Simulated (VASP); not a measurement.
Output of a VASP run:

### OSZICAR
```
...
DAV:  10    -0.817311822974E+01   -0.20961E-04   -0.90398E-05   849   0.984E-02    0.541E-02
DAV:  11    -0.817311649542E+01    0.17343E-05   -0.82946E-06   859   0.374E-02    0.606E-03
DAV:  12    -0.817311659800E+01   -0.10258E-06   -0.67517E-07   432   0.246E-02
   1 F= -.81731166E+01 E0= -.81731166E+01  d E =-.817312E+01
       N       E                     dE             d eps       ncg     rms          rms(c)
DAV:   1    -0.961037560355E+01   -0.14373E+01   -0.16115E+01   904   0.897E+01    0.885E+00
DAV:   2    -0.839422469386E+01    0.12162E+01   -0.60654E+00   864   0.882E+01    0.324E+00
DAV:   3    -0.824544698294E+01    0.14878E+00   -0.38775E-01   899   0.165E+01    0.147E+00
DAV:   4    -0.821077617611E+01    0.34671E-01   -0.79947E-02   884   0.335E+00    0.868E-01
DAV:   5    -0.820550534842E+01    0.52708E-02   -0.56005E-03  1205   0.203E+00    0.440E-01
DAV:   6    -0.820357697348E+01    0.19284E-02   -0.26238E-03  1125   0.952E-01    0.755E-02
DAV:   7    -0.820362169022E+01   -0.44717E-04   -0.52517E-04   769   0.218E-01    0.379E-02
DAV:   8    -0.820362379896E+01   -0.21087E-05   -0.79097E-06   942   0.995E-02    0.125E-02
DAV:   9    -0.820362321809E+01    0.58087E-06   -0.47634E-06   669   0.619E-02
   2 F= -.82036232E+01 E0= -.82036232E+01  d E =-.305066E-01
       N       E                     dE             d eps       ncg     rms          rms(c)
DAV:   1    -0.829046951733E+01   -0.86846E-01   -0.10499E+00   884   0.257E+01    0.205E+00
DAV:   2    -0.821913862041E+01    0.71331E-01   -0.24202E-01   894   0.149E+01    0.805E-01
DAV:   3    -0.821061210963E+01    0.85265E-02   -0.97062E-03   784   0.922E-01    0.374E-01
DAV:   4    -0.820844783733E+01    0.21643E-02   -0.89836E-04   923   0.529E-01    0.155E-01
DAV:   5    -0.820812958316E+01    0.31825E-03   -0.29135E-04  1157   0.373E-01    0.324E-02
DAV:   6    -0.820812988578E+01   -0.30262E-06   -0.99785E-05   759   0.136E-01    0.152E-02
DAV:   7    -0.820813035870E+01   -0.47292E-06   -0.51477E-06   714   0.623E-02
   3 F= -.82081304E+01 E0= -.82081304E+01  d E =-.350138E-01
       N       E                     dE             d eps       ncg     rms          rms(c)
DAV:   1    -0.820853339711E+01   -0.40351E-03   -0.52951E-03   899   0.178E+00    0.150E-01
DAV:   2    -0.820815467676E+01    0.37872E-03   -0.13746E-03   899   0.122E+00    0.579E-02
DAV:   3    -0.820811064045E+01    0.44036E-04   -0.52882E-05   836   0.934E-02    0.265E-02
DAV:   4    -0.820809919772E+01    0.11443E-04   -0.67872E-06   889   0.477E-02    0.126E-02
DAV:   5    -0.820809733593E+01    0.18618E-05   -0.94271E-07   382   0.270E-02    0.291E-03
DAV:   6    -0.820809735432E+01   -0.18388E-07   -0.12635E-06   385   0.129E-02
   4 F= -.82080974E+01 E0= -.82080974E+01  d E =-.349808E-01
       N       E                     dE             d eps       ncg     rms          rms(c)
DAV:   1    -0.820896431041E+01   -0.86697E-03   -0.10501E-02   894   0.252E+00    0.207E-01
DAV:   2    -0.820824117918E+01    0.72313E-03   -0.25937E-03   899   0.165E+00    0.807E-02
DAV:   3    -0.820815640710E+01    0.84772E-04   -0.98315E-05   794   0.120E-01    0.370E-02
DAV:   4    -0.820813421526E+01    0.22192E-04   -0.12164E-05   910   0.641E-02    0.169E-02
DAV:   5    -0.820813075729E+01    0.34580E-05   -0.18961E-06   466   0.367E-02    0.380E-03
DAV:   6    -0.820813080848E+01   -0.51195E-07   -0.23627E-06   596   0.175E-02
   5 F= -.82081308E+01 E0= -.82081308E+01  d E =-.334542E-04
```

File OUTCAR:
```
------------------------ aborting loop because EDIFF is reached ----------------------------------------
  FORCE on cell =-STRESS in cart. coord.  units (eV):
  Direction    XX          YY          ZZ          XY          YZ          ZX
  --------------------------------------------------------------------------------------
  Total        0.0026419      0.0026419      0.0026419      0.0000000      0.0000000     -0.0000000
  in kB        0.1135709      0.1135709      0.1135709      0.0000000      0.0000000     -0.0000000
  external PRESSURE =       0.1135709 kB  Pullay stress =       0.0000000 kB
  volume of cell :       37.27
      direct lattice vectors                 reciprocal lattice vectors
     0.000000000  2.651198404  2.651198404    -0.188593958  0.188593958  0.188593958
     2.651198404  0.000000000  2.651198404     0.188593958 -0.188593958  0.188593958
     2.651198404  2.651198404  0.000000000     0.188593958  0.188593958 -0.188593958
  FREE ENERGIE OF THE ION-ELECTRON SYSTEM (eV)
  ---------------------------------------------------
  free  energy   TOTEN  =        -8.2081308085 eV

  energy  without entropy=       -8.2081308085  energy(sigma->0) =       -8.20813081

 reached required accuracy - stopping structural energy minimisation
```
(Selected blocks of OUTCAR.)

**POSCAR**
```
ZnS
1
    0.0000000000     2.7050000000     2.7050000000
    2.7050000000     0.0000000000     2.7050000000
    2.7050000000     2.7050000000     0.0000000000
Zn S
1 1
Direct
  0.0000000000   0.0000000000   0.0000000000
  0.2500000000   0.2500000000   0.2500000000
```

Write an INCAR and KPOINTS that could have produced this output.

One answer among several that fit: the input of the run itself, LDA (Ceperley-Alder, Perdew-Zunger), plane waves, VASP's LDA PAW potentials (set 64).

INCAR:
```
SYSTEM = ZnS
PREC = Accurate
ENCUT = 520
EDIFF = 1E-6
NELM = 100
ALGO = Normal
LREAL = .FALSE.
LASPH = .TRUE.
ISMEAR = 0
SIGMA = 0.05
LMAXMIX = 4
LWAVE = .FALSE.
LCHARG = .FALSE.
IBRION = 2
ISIF = 3
NSW = 60
EDIFFG = -0.01
```

KPOINTS:
```
kpoints
0
G
8 8 8
```

POTCAR, in this order: Zn S (LDA.64 set). Program: vasp_std.

Energy and stress use the plane-wave basis of the starting cell.

The compound is ZnS in the zinc blende structure. This run relaxes it. Symmetry was kept, so distortions that lower it aren't found.
